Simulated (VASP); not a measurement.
Consider the following.

```
WSe2
1.0
    1.65631    -2.86881     0.00000
    1.65631     2.86881     0.00000
    0.00000     0.00000    12.97765
W Se
2 4
Cartesian
  1.65631   0.95627   3.24441
  1.65631  -0.95627   9.73324
  1.65631   0.95627  11.43834
  1.65631  -0.95627   4.94951
  1.65631  -0.95627   1.53931
  1.65631   0.95627   8.02814
```

Calculation: PBE GGA with D4 dispersion, VASP's PBE PAW potentials (set 64) (plane waves; VASP). Numerical set-up: 520 eV cut-off, 8×8×2 Γ-centred mesh, Gaussian smearing of 0.050 eV, potentials W_sv Se.

Q: The ions and cell shape at fixed volume are relaxed. Give the cell that the relaxation ends in.

A: 
```
WSe2
1.0
    1.64744    -2.85344     0.00000
    1.64744     2.85344     0.00000
    0.00000     0.00000    13.11780
W Se
2 4
Cartesian
  1.64744   0.95115   3.27945
  1.64744  -0.95115   9.83835
  1.64744   0.95115  11.52310
  1.64744  -0.95115   4.96420
  1.64744  -0.95115   1.59470
  1.64744   0.95115   8.15360
```
Space group P6_3/mmc (194), at a tolerance of 0.03 Å.

Q: How much energy does the relaxation gain?

A: The energy (σ→0) changes by -5.4 meV/atom, in 5 ionic steps.

```tsv
step	E(σ→0) (eV)	max force (eV/Å)	pressure (GPa)	volume (Å³)
1	-46.0190	0.476	-4.01	123.33
2	-46.0401	0.023	-2.07	123.33
3	-46.0403	0.056	-2.21	123.33
4	-46.0479	0.029	-1.74	123.33
5	-46.0513	0.004	-1.14	123.33
```

The compound is WSe2 in the 2H layered structure. This cell is one point of a volume scan, at 1.03 of the reference volume. Symmetry was kept, so distortions that lower it aren't found.
